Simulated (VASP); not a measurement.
An input for Ansatz (written as the equivalent of a VASP run, and not itself run):

Ansatz 0.2 input:
```yaml
crystal:
  lattice:
    - [0.0000000, 2.6663413, 2.6663413]
    - [2.6663413, 0.0000000, 2.6663413]
    - [2.6663413, 2.6663413, 0.0000000]
  atoms:
    - { symbol: Si, position: [0.2500000, 0.2500000, 0.2500000] }
    - { symbol: Si, position: [0.7500000, 0.7500000, 0.7500000] }
    - { symbol: Ni, position: [0.0000000, 0.0000000, 0.0000000] }
kpoints:
  mp_grid: { grid: [10, 10, 10] }
hamiltonian:
  xc: pbe
  dispersion: d3bj
  pseudopotentials: { kind: paw }
scf:
  occupations: { method: methfessel_paxton, width: 0.1 }
  max_iter: 100
output: { forces: true, stress: true, eigenvalues: true }
```

Question: Write the VASP files for the same calculation (PBE-D3(BJ)).

Answer: One answer among several that fit: 
POSCAR:
```
NiSi2
2.6663410
  0.0000000000   1.0000001112   1.0000001112
  1.0000001112   0.0000000000   1.0000001112
  1.0000001112   1.0000001112   0.0000000000
Si Ni
2 1
Cart
  0.5000000556   0.5000000556   0.5000000556
  1.5000001668   1.5000001668   1.5000001668
  0.0000000000   0.0000000000   0.0000000000
```

File KPOINTS:
```
Automatic mesh
0
Gamma
10 10 10
0 0 0
```

**INCAR**
```
ALGO = Normal
EDIFF = 1E-7
ENCUT = 520
GGA = PE
ISIF = 2
ISMEAR = 1
IVDW = 12
LASPH = .TRUE.
LCHARG = .FALSE.
LMAXMIX = 4
LREAL = .FALSE.
LWAVE = .FALSE.
NELM = 100
PREC = Accurate
SIGMA = 0.1
SYSTEM = NiSi2
```

POTCAR, in this order: Si Ni (PBE.64 set). Program: vasp_std.

The two are equivalent in intent, not identical: each code has its own PAW files, so the cut-off isn't converted (ENCUT is set for VASP's; basis.ecutwfc is left out, and Ansatz then takes the one that its files recommend); Ansatz stops its SCF on the density residual and VASP on the energy change (EDIFF).

The compound is NiSi2 in the fluorite structure. This cell is one point of a volume scan, at 0.97 of the reference volume.
